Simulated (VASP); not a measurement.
Consider the following.

```xyz
6
Lattice="-2.9989 2.9989 2.3927 2.9989 -2.9989 2.3927 2.9989 2.9989 -2.3927" Properties=species:S:1:pos:R:3 pbc="T T T"
Al     0.9513     2.0476     2.3927
Al     2.0476     0.9513     0.0000
Al     0.9513     3.9502     0.0000
Al     2.0476    -0.9513     2.3927
Cu     0.0000     0.0000     1.1964
Cu     0.0000     0.0000     3.5891
```

Method: PBE GGA, VASP's PBE PAW potentials (set 64) (plane waves; VASP 6.6.1). Settings: 300 eV cut-off, 6×6×6 Γ-centred mesh, Gaussian smearing of 0.27 eV, potentials Al Cu.

At this cut-off the stress carries a Pulay error, which pulls relaxed volumes low. Energy and stress use the plane-wave basis of the starting cell.

The ions, cell shape and volume are relaxed. Give the cell that the relaxation ends in.

```xyz
6
Lattice="-3.0096 3.0096 2.4425 3.0096 -3.0096 2.4425 3.0096 3.0096 -2.4425" Properties=species:S:1:pos:R:3 pbc="T T T"
Al     0.9543     2.0553     2.4425
Al     2.0553     0.9543     0.0000
Al     0.9543     3.9639     0.0000
Al     2.0553    -0.9543     2.4425
Cu     0.0000     0.0000     1.2213
Cu     0.0000     0.0000     3.6638
```
Space group I4/mcm (140), at a tolerance of 0.03 Å.

How do energy and volume change from the first to the last step?

The energy (σ→0) changes by -6.2 meV/atom and the volume by +2.8 %, in 16 ionic steps.

The structure comes from a computed database's Al2Cu entry; how it stands against other phases isn't given here. This run relaxes it. Symmetry was kept, so distortions that lower it aren't found. The run is one of a series of settings (EDIFFG = -0.01, IBRION = 2, ISIF = 3, NSW = 50 against the base run), some of them coarse on purpose.
